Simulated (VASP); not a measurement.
Level of theory: PBEsol GGA, VASP's PBE PAW potentials (set 64) (plane waves; VASP).

VASP ran on this input.

### POSCAR
```
ScIn2
1.0
  2.2341000000  -6.8285900000   0.0000000000
  2.2341000000   6.8285900000   0.0000000000
  0.0000000000   0.0000000000   4.4588900000
Sc In
2 4
Direct
  0.8435700000   0.1564300000   0.5000000000
  0.1564300000   0.8435700000   0.5000000000
  0.6760800000   0.3239200000   0.0000000000
  0.3239200000   0.6760800000   0.0000000000
  0.5000000000   0.5000000000   0.5000000000
  0.0000000000   0.0000000000   0.0000000000
```

### KPOINTS
```
Regular mesh
0
G
 8 8 7
```

**INCAR**
```
SYSTEM = ScIn2
PREC = Accurate; ENCUT = 300; LREAL = .FALSE.
LASPH = .TRUE.
EDIFF = 1E-6; NELM = 100; ALGO = Normal
LMAXMIX = 4
ISMEAR = 0; SIGMA = 0.272
GGA = PS
ISIF = 2
LWAVE = .FALSE.; LCHARG = .FALSE.
```

POTCAR, in this order: Sc_sv In_d (PBE.64 set). Program: vasp_std.

Output

File OSZICAR:
```
       N       E                     dE             d eps       ncg     rms          rms(c)
DAV:   1     0.840461553246E+03    0.84046E+03   -0.25993E+04  7568   0.157E+03
DAV:   2     0.664554167000E+02   -0.77401E+03   -0.76785E+03  7872   0.579E+02
DAV:   3    -0.257957925620E+02   -0.92251E+02   -0.90682E+02  9408   0.241E+02
DAV:   4    -0.301955120994E+02   -0.43997E+01   -0.43569E+01 11384   0.524E+01
DAV:   5    -0.303390513333E+02   -0.14354E+00   -0.14321E+00 12424   0.844E+00    0.117E+01
DAV:   6    -0.280027604837E+02    0.23363E+01   -0.10155E+01 10380   0.195E+01    0.367E+00
DAV:   7    -0.278337552298E+02    0.16901E+00   -0.69897E-01  9740   0.703E+00    0.205E+00
DAV:   8    -0.277952118139E+02    0.38543E-01   -0.15056E-01  9504   0.340E+00    0.633E-01
DAV:   9    -0.277919463917E+02    0.32654E-02   -0.20417E-02  9440   0.188E+00    0.311E-01
DAV:  10    -0.277918458313E+02    0.10056E-03   -0.29677E-03 11048   0.853E-01    0.257E-01
DAV:  11    -0.277919047719E+02   -0.58941E-04   -0.98313E-04 12736   0.333E-01    0.541E-02
DAV:  12    -0.277919051682E+02   -0.39636E-06   -0.67780E-05 10872   0.124E-01    0.236E-02
DAV:  13    -0.277919042286E+02    0.93963E-06   -0.12118E-05  9808   0.551E-02    0.850E-03
DAV:  14    -0.277919042241E+02    0.45111E-08   -0.36391E-06  7316   0.264E-02
   1 F= -.27791904E+02 E0= -.27732628E+02  d E =-.118553E+00
```

**OUTCAR**
```
------------------------ aborting loop because EDIFF is reached ----------------------------------------
  FORCE on cell =-STRESS in cart. coord.  units (eV):
  Direction    XX          YY          ZZ          XY          YZ          ZX
  --------------------------------------------------------------------------------------
  Total       -2.3530526     -2.2483352     -2.0870220      0.0000000      0.0000000      0.0000000
  in kB      -27.7109759    -26.4777602    -24.5780374      0.0000000      0.0000000      0.0000000
  external PRESSURE =     -26.2555912 kB  Pullay stress =       0.0000000 kB
  volume of cell :      136.05
      direct lattice vectors                 reciprocal lattice vectors
     2.234100000 -6.828590000  0.000000000     0.223803769 -0.073221558  0.000000000
     2.234100000  6.828590000  0.000000000     0.223803769  0.073221558  0.000000000
     0.000000000  0.000000000  4.458890000     0.000000000  0.000000000  0.224271063
 POSITION                                       TOTAL-FORCE (eV/Angst)
 -----------------------------------------------------------------------------------
      2.23410     -4.69220      2.22945        -0.000000     -0.024645     -0.000000
      2.23410      4.69220      2.22945        -0.000000      0.024645     -0.000000
      2.23410     -2.40476      0.00000        -0.000000     -0.011737      0.000000
      2.23410      2.40476      0.00000        -0.000000      0.011737     -0.000000
      2.23410      0.00000      2.22945         0.000000     -0.000000     -0.000000
      0.00000      0.00000      0.00000        -0.000000     -0.000000     -0.000000
 -----------------------------------------------------------------------------------
    total drift:                               -0.000000     -0.000000      0.000000
  FREE ENERGIE OF THE ION-ELECTRON SYSTEM (eV)
  ---------------------------------------------------
  free  energy   TOTEN  =       -27.7919042241 eV

  energy  without entropy=      -27.6733509958  energy(sigma->0) =      -27.73262761
```
(Selected blocks of OUTCAR.)

At this cut-off the stress carries a Pulay error, which pulls relaxed volumes low.

The structure comes from a computed database's ScIn2 entry; how it stands against other phases isn't given here. The cell was not relaxed at this level. The run is one of a series of settings (KPOINTS 8×8×7 Γ-centred mesh against the base run), some of them coarse on purpose.
